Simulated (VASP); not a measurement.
Input of a VASP 6.6.1 run:

INCAR

```
ALGO = Normal
EDIFF = 1E-7
EDIFFG = -0.002
ENCUT = 520
GGA = PE
IBRION = 2
ISIF = 3
ISMEAR = 0
LASPH = True
LCHARG = False
LREAL = False
LWAVE = False
NELM = 60
NSW = 80
PREC = Accurate
SIGMA = 0.1
```

Contents of KPOINTS:

```
k-points
0
Gamma
  18 18 18
```

Contents of POSCAR:

```
Al                                      
1.0
    0.0000000000      2.0203239518      2.0203239518
    2.0203239518      0.0000000000      2.0203239518
    2.0203239518      2.0203239518      0.0000000000
  Al            
     1
Direct
     0.0000000000000000    0.0000000000000000    0.0000000000000000
```

Potentials or basis: VASP PAW PBE potentials, release 64 (Al).

The run is started by

```sh
$ cat potpaw_PBE.64/Al/POTCAR > POTCAR
$ mpirun -np 1 vasp_std > vasp.out
```

What does it give for the band gap on the k mesh?

None (metal or under the smearing width).

Final structure:
```
Al
1.0
     0.00000    2.02032    2.02032
     2.02032    0.00000    2.02032
     2.02032    2.02032    0.00000
Al
1
Cartesian
  0.0000 0.0000 0.0000
```

Caveat: the relaxation stopped at its first step, so nothing moved.
